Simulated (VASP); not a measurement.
Given:

```yaml
crystal:
  lattice:
    - [6.16622, 0.00000, 0.00000]
    - [0.00000, 6.16622, 0.00000]
    - [0.00000, 0.00000, 6.16622]
  atoms:
    - { symbol: Zn, position: [0.00000, 0.00000, 0.00000] }
    - { symbol: Zn, position: [0.50000, 0.50000, 0.00000] }
    - { symbol: Zn, position: [0.50000, 0.00000, 0.50000] }
    - { symbol: Te, position: [0.25967, 0.24033, 0.24033] }
    - { symbol: Te, position: [0.74033, 0.75967, 0.24033] }
    - { symbol: Te, position: [0.74033, 0.24033, 0.75967] }
    - { symbol: Te, position: [0.25967, 0.75967, 0.75967] }
    - { symbol: Cd, position: [0.00000, 0.50000, 0.50000] }
```

The numbers are results of PBEsol GGA, VASP's PBE PAW potentials (set 64) (plane waves; VASP), not measurements. Numerical set-up: 400 eV cut-off, 4×4×4 Γ-centred mesh, tetrahedra with Blöchl corrections, potentials Zn Te Cd.

The cores are frozen, which limits the accuracy of field gradients.

Task: Give the principal components of the electric field gradient (V/Å²) and the asymmetry η at each nucleus.

Result: 
```json
[
 {"atom": "Zn1", "Vxx": "4.4", "Vyy": "4.4", "Vzz": "-8.8", "η": "0.00"},
 {"atom": "Zn2", "Vxx": "4.4", "Vyy": "4.4", "Vzz": "-8.8", "η": "0.00"},
 {"atom": "Zn3", "Vxx": "4.4", "Vyy": "4.4", "Vzz": "-8.8", "η": "0.00"},
 {"atom": "Te4", "Vxx": "19.5", "Vyy": "19.5", "Vzz": "-39.1", "η": "0.00"},
 {"atom": "Te5", "Vxx": "19.5", "Vyy": "19.5", "Vzz": "-39.1", "η": "0.00"},
 {"atom": "Te6", "Vxx": "19.5", "Vyy": "19.5", "Vzz": "-39.1", "η": "0.00"},
 {"atom": "Te7", "Vxx": "19.5", "Vyy": "19.5", "Vzz": "-39.1", "η": "0.00"},
 {"atom": "Cd8", "Vxx": "0.0", "Vyy": "0.0", "Vzz": "0.0", "η": "-"}
]
```

The structure was generated: CdZn3Te4 was put into an ordered model structure (P-43m), which need not be its known phase. It was relaxed first.
